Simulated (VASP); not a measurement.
All values below come from PBE GGA, VASP's PBE PAW potentials (set 64) (plane waves; VASP).

VASP input:

File POSCAR:
```
Sn
1.0
 -2.9150000000   2.9150000000   1.5900000000
  2.9150000000  -2.9150000000   1.5900000000
  2.9150000000   2.9150000000  -1.5900000000
Sn
2
Cartesian
  2.9150000000   0.0000000000   0.7950000000
  0.0000000000   0.0000000000   0.0000000000
```

KPOINTS:
```
K-points
0
gamma
  12 12 12
```

### INCAR
```
# general
SYSTEM =Sn
PREC   =Accurate
ENCUT  =400   # plane-wave cut-off (eV)
LREAL  =F
LASPH  =T

# electronic loop
EDIFF  =1E-6   # SCF stop (eV)
NELM   =100   # most electronic steps
ALGO   =Normal
LMAXMIX=4

# smearing
ISMEAR =1
SIGMA  =0.1   # width (eV)

# functional
GGA    =PE

# ions
IBRION =2
NSW    =60   # most ionic steps
ISIF   =3   # ions, shape and volume
EDIFFG =-0.01   # ionic stop

# output
LWAVE  =F
LCHARG =F
```

POTCAR, in this order: Sn_d (PBE.64 set). Program: vasp_std.

Output of the run:

File OSZICAR:
```
       N       E                     dE             d eps       ncg     rms          rms(c)
DAV:   1     0.187470815911E+03    0.18747E+03   -0.13189E+04  5880   0.209E+03
DAV:   2     0.876332985864E+01   -0.17871E+03   -0.17686E+03  5880   0.410E+02
DAV:   3    -0.714216355047E+01   -0.15905E+02   -0.15716E+02  6762   0.131E+02
DAV:   4    -0.759423961269E+01   -0.45208E+00   -0.45114E+00  6674   0.243E+01
DAV:   5    -0.761132410638E+01   -0.17084E-01   -0.17084E-01  7900   0.422E+00    0.240E+00
DAV:   6    -0.759479355216E+01    0.16531E-01   -0.34060E-02  7596   0.291E+00    0.135E+00
DAV:   7    -0.759050150571E+01    0.42920E-02   -0.21711E-02  7636   0.227E+00    0.166E-01
DAV:   8    -0.759041970384E+01    0.81802E-04   -0.20447E-03  6864   0.675E-01    0.348E-02
DAV:   9    -0.759042817262E+01   -0.84688E-05   -0.57857E-05  7254   0.797E-02    0.134E-02
DAV:  10    -0.759042643027E+01    0.17423E-05   -0.70064E-06  6862   0.381E-02    0.212E-03
DAV:  11    -0.759042646329E+01   -0.33019E-07   -0.28845E-07  3228   0.792E-03
   1 F= -.75904265E+01 E0= -.75902746E+01  d E =-.759043E+01
       N       E                     dE             d eps       ncg     rms          rms(c)
DAV:   1    -0.872197781354E+01   -0.11316E+01   -0.27122E+01  6412   0.968E+01    0.557E+00
DAV:   2    -0.783647403499E+01    0.88550E+00   -0.14630E+00  6940   0.208E+01    0.258E+00
DAV:   3    -0.761902471718E+01    0.21745E+00   -0.73235E-01  7680   0.138E+01    0.296E-01
DAV:   4    -0.760953339539E+01    0.94913E-02   -0.26664E-02  6874   0.224E+00    0.117E-01
DAV:   5    -0.760828918998E+01    0.12442E-02   -0.14855E-03  7580   0.514E-01    0.514E-02
DAV:   6    -0.760817844938E+01    0.11074E-03   -0.24463E-04  6842   0.241E-01    0.961E-03
DAV:   7    -0.760817689908E+01    0.15503E-05   -0.77675E-06  7508   0.236E-02    0.192E-03
DAV:   8    -0.760817769288E+01   -0.79380E-06   -0.39893E-07  3130   0.704E-03
   2 F= -.76081777E+01 E0= -.76080686E+01  d E =-.177512E-01
       N       E                     dE             d eps       ncg     rms          rms(c)
DAV:   1    -0.767942845985E+01   -0.71252E-01   -0.15361E+00  6396   0.209E+01    0.141E+00
DAV:   2    -0.762340559283E+01    0.56023E-01   -0.99783E-02  6860   0.540E+00    0.631E-01
DAV:   3    -0.761078267375E+01    0.12623E-01   -0.39262E-02  7704   0.326E+00    0.801E-02
DAV:   4    -0.761023072028E+01    0.55195E-03   -0.11130E-03  6070   0.428E-01    0.243E-02
DAV:   5    -0.761019258118E+01    0.38139E-04   -0.67515E-05  7822   0.638E-02    0.113E-02
DAV:   6    -0.761019286358E+01   -0.28240E-06   -0.49270E-06  5968   0.336E-02
   3 F= -.76101929E+01 E0= -.76100433E+01  d E =-.197664E-01
       N       E                     dE             d eps       ncg     rms          rms(c)
DAV:   1    -0.761068093265E+01   -0.48835E-03   -0.11334E-02  6402   0.184E+00    0.120E-01
DAV:   2    -0.761028146903E+01    0.39946E-03   -0.70456E-04  6904   0.455E-01    0.540E-02
DAV:   3    -0.761018661028E+01    0.94859E-04   -0.29455E-04  7694   0.283E-01    0.658E-03
DAV:   4    -0.761017860839E+01    0.80019E-05   -0.86664E-06  6234   0.387E-02    0.216E-03
DAV:   5    -0.761017710781E+01    0.15006E-05   -0.35053E-07  3014   0.636E-03    0.926E-04
DAV:   6    -0.761017670960E+01    0.39821E-06   -0.18346E-07  3006   0.668E-03
   4 F= -.76101767E+01 E0= -.76100295E+01  d E =-.197502E-01
       N       E                     dE             d eps       ncg     rms          rms(c)
DAV:   1    -0.761088836141E+01   -0.71125E-03   -0.15928E-02  6400   0.211E+00    0.141E-01
DAV:   2    -0.761033348242E+01    0.55488E-03   -0.10500E-03  7104   0.557E-01    0.649E-02
DAV:   3    -0.761019845173E+01    0.13503E-03   -0.41890E-04  7608   0.336E-01    0.973E-03
DAV:   4    -0.761019725143E+01    0.12003E-05   -0.20522E-05  6394   0.583E-02    0.278E-03
DAV:   5    -0.761019775165E+01   -0.50023E-06   -0.79600E-07  3070   0.117E-02
   5 F= -.76101978E+01 E0= -.76100504E+01  d E =-.210420E-04
```

**OUTCAR**
```
------------------------ aborting loop because EDIFF is reached ----------------------------------------
  FORCE on cell =-STRESS in cart. coord.  units (eV):
  Direction    XX          YY          ZZ          XY          YZ          ZX
  --------------------------------------------------------------------------------------
  Total        0.0072773      0.0072773      0.0148395      0.0000000      0.0000000      0.0000000
  in kB        0.2059869      0.2059869      0.4200412      0.0000000      0.0000000      0.0000000
  external PRESSURE =       0.2773384 kB  Pullay stress =       0.0000000 kB
  volume of cell :       56.60
      direct lattice vectors                 reciprocal lattice vectors
    -2.962025124  2.962025124  1.612878585     0.000000000  0.168803430  0.310004736
     2.962025124 -2.962025124  1.612878585     0.168803430  0.000000000  0.310004736
     2.962025124  2.962025124 -1.612878585     0.168803430  0.168803430  0.000000000
 POSITION                                       TOTAL-FORCE (eV/Angst)
 -----------------------------------------------------------------------------------
      2.96203     -0.00000      0.80644         0.000000     -0.000000     -0.000000
      0.00000      0.00000      0.00000        -0.000000      0.000000      0.000000
 -----------------------------------------------------------------------------------
    total drift:                                0.000000     -0.000000      0.000000
  FREE ENERGIE OF THE ION-ELECTRON SYSTEM (eV)
  ---------------------------------------------------
  free  energy   TOTEN  =        -7.6101977517 eV

  energy  without entropy=       -7.6097557876  energy(sigma->0) =       -7.61005043

 reached required accuracy - stopping structural energy minimisation
```
(Selected blocks of OUTCAR.)

**CONTCAR**
```
Sn
   1.00000000000000
    -2.9620251238149646    2.9620251238149646    1.6128785849290186
     2.9620251238149646   -2.9620251238149646    1.6128785849290186
     2.9620251238149646    2.9620251238149646   -1.6128785849290186
  Sn
     2
Direct
     0.2500000000000000    0.7500000000000000    0.5000000000000000
     0.0000000000000000    0.0000000000000000    0.0000000000000000
```

Energy and stress use the plane-wave basis of the starting cell.

The compound is Sn in the beta structure. This run relaxes it. Symmetry was kept, so distortions that lower it aren't found.
